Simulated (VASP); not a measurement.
A convergence study with VASP on FeAl (CsCl type): one setting is varied, all else stays as given below, so the limit is that of these other settings. Each run relaxes cell and ions from the cell shown.

```
CELL_PARAMETERS angstrom
      2.91000     0.00000     0.00000
      0.00000     2.91000     0.00000
      0.00000     0.00000     2.91000
ATOMIC_POSITIONS crystal
  Al 0.50000 0.50000 0.50000
  Fe 0.00000 0.00000 0.00000
```

Method: PBE GGA, VASP's PBE PAW potentials (set 64) (plane waves; VASP 6.6.1). The tightest run used: 550 eV cut-off, 17×17×17 Γ-centred mesh, first-order Methfessel-Paxton smearing of 0.10 eV, potentials Al Fe.

Q: The settings run are 2×2×2 mesh; 3×3×3 mesh; 4×4×4 mesh; 5×5×5 mesh; 6×6×6 mesh; 7×7×7 mesh; 8×8×8 mesh; 9×9×9 mesh; 10×10×10 mesh; 11×11×11 mesh; 12×12×12 mesh; 13×13×13 mesh; 14×14×14 mesh; 15×15×15 mesh; 16×16×16 mesh; 17×17×17 mesh. From which on does the relaxed volume stay within 0.02 Å³/atom of the tightest run?

A: From 6×6×6 mesh on: it is off by 0.003 there and by no more than 0.02 in any finer run, while 5×5×5 mesh is off by 0.062.
```json
[
 {"setting": "2×2×2 mesh", "relaxed volume (Å³/atom)": "12.066", "E (eV/atom)": "-6.2725", "irreducible k-points": "4", "difference judged (Å³/atom)": "0.266"},
 {"setting": "3×3×3 mesh", "relaxed volume (Å³/atom)": "11.829", "E (eV/atom)": "-6.2592", "irreducible k-points": "4", "difference judged (Å³/atom)": "0.029"},
 {"setting": "4×4×4 mesh", "relaxed volume (Å³/atom)": "11.735", "E (eV/atom)": "-6.3594", "irreducible k-points": "10", "difference judged (Å³/atom)": "0.065"},
 {"setting": "5×5×5 mesh", "relaxed volume (Å³/atom)": "11.863", "E (eV/atom)": "-6.2688", "irreducible k-points": "10", "difference judged (Å³/atom)": "0.062"},
 {"setting": "6×6×6 mesh", "relaxed volume (Å³/atom)": "11.797", "E (eV/atom)": "-6.3070", "irreducible k-points": "20", "difference judged (Å³/atom)": "0.003"},
 {"setting": "7×7×7 mesh", "relaxed volume (Å³/atom)": "11.797", "E (eV/atom)": "-6.3127", "irreducible k-points": "20", "difference judged (Å³/atom)": "0.003"},
 {"setting": "8×8×8 mesh", "relaxed volume (Å³/atom)": "11.815", "E (eV/atom)": "-6.2963", "irreducible k-points": "35", "difference judged (Å³/atom)": "0.015"},
 {"setting": "9×9×9 mesh", "relaxed volume (Å³/atom)": "11.791", "E (eV/atom)": "-6.3141", "irreducible k-points": "35", "difference judged (Å³/atom)": "0.009"},
 {"setting": "10×10×10 mesh", "relaxed volume (Å³/atom)": "11.803", "E (eV/atom)": "-6.3081", "irreducible k-points": "56", "difference judged (Å³/atom)": "0.003"},
 {"setting": "11×11×11 mesh", "relaxed volume (Å³/atom)": "11.803", "E (eV/atom)": "-6.3048", "irreducible k-points": "56", "difference judged (Å³/atom)": "0.003"},
 {"setting": "12×12×12 mesh", "relaxed volume (Å³/atom)": "11.798", "E (eV/atom)": "-6.3096", "irreducible k-points": "84", "difference judged (Å³/atom)": "0.002"},
 {"setting": "13×13×13 mesh", "relaxed volume (Å³/atom)": "11.806", "E (eV/atom)": "-6.3053", "irreducible k-points": "84", "difference judged (Å³/atom)": "0.006"},
 {"setting": "14×14×14 mesh", "relaxed volume (Å³/atom)": "11.801", "E (eV/atom)": "-6.3062", "irreducible k-points": "120", "difference judged (Å³/atom)": "0.001"},
 {"setting": "15×15×15 mesh", "relaxed volume (Å³/atom)": "11.801", "E (eV/atom)": "-6.3079", "irreducible k-points": "120", "difference judged (Å³/atom)": "0.001"},
 {"setting": "16×16×16 mesh", "relaxed volume (Å³/atom)": "11.804", "E (eV/atom)": "-6.3065", "irreducible k-points": "165", "difference judged (Å³/atom)": "0.003"},
 {"setting": "17×17×17 mesh", "relaxed volume (Å³/atom)": "11.800", "E (eV/atom)": "-6.3073", "irreducible k-points": "165", "difference judged (Å³/atom)": "0.000"}
]
```

Left out are rungs that failed or repeat a setting and relaxations that didn't move; long series are thinned to 24 rows.

The compound is FeAl in the CsCl type structure. The run is not spin-polarised, so no magnetic state was tried. The electron count is odd and the run is not spin-polarised, which forces a metal.
